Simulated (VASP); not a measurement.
Shape and ions are relaxed at each volume.

Energy against volume of ZnF2 (rutile). Level of theory: SCAN meta-GGA, VASP's PBE PAW potentials (set 64) (plane waves; VASP 6.6.1).

| V (Å³/atom) | E (eV/atom) |
|---|---|
| 10.743 | -9.34650 |
| 11.086 | -9.36155 |
| 11.429 | -9.36676 |
| 11.772 | -9.36376 |
| 12.115 | -9.35427 |

Fit a third-order Birch-Murnaghan equation of state.

- volume per atom = 11.46 Å^3/atom
- bulk modulus = 123 GPa
- pressure derivative of the bulk modulus = 5.87

The compound is ZnF2 in the rutile structure. It was relaxed first.
